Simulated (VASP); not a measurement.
Input of a VASP 6.6.1 run:

File INCAR:

```
ALGO = Normal
EDIFF = 1E-6
EDIFFG = -0.01
ENCUT = 600
GGA = PS
IBRION = 2
ISIF = 3
ISMEAR = 1
LASPH = True
LCHARG = False
LREAL = False
LWAVE = False
NELM = 80
NSW = 90
PREC = Accurate
SIGMA = 0.1
```

File KPOINTS:

```
k-points
0
Gamma
  12 12 7
```

Contents of POSCAR:

```
BaAlSi
1.0
    4.3076144190      0.0000000000      0.0000000000
   -2.1538072095      3.7305035166      0.0000000000
    0.0000000000      0.0000000000      5.2258549700
Ba Al Si
1 1 1
Direct
    0.0000000000      0.0000000000      0.0000000000
    0.6666666700      0.3333333300      0.5000000000
    0.3333333300      0.6666666700      0.5000000000
```

Potentials or basis: VASP PAW PBE potentials, release 64 (Ba_sv, Al, Si).

The run is started by

```bash
$ cat potpaw_PBE.64/Ba_sv/POTCAR potpaw_PBE.64/Al/POTCAR potpaw_PBE.64/Si/POTCAR > POTCAR
$ mpirun -np 1 vasp_std > vasp.out
```

Task: Predict the relaxed volume.

Result: 27.04 Å³/atom.

Task: Estimate the relaxed cell.

Result: a = 4.290 Å, b = 4.290 Å, c = 5.089 Å, α = 90.00°, β = 90.00°, γ = 120.00°.

Final structure:
```yaml
crystal:
  lattice:
    - [4.28981, 0.00000, 0.00000]
    - [-2.14491, 3.71509, 0.00000]
    - [0.00000, 0.00000, 5.08911]
  atoms:
    - { symbol: Ba, position: [0.00000, 0.00000, 0.00000] }
    - { symbol: Al, position: [0.66667, 0.33333, 0.50000] }
    - { symbol: Si, position: [0.33333, 0.66667, 0.50000] }
```

Caveat: the PAW data sets were made with another functional, which shifts forces and pressure a little. The run has no spin-orbit coupling, so splittings on Ba are missing.
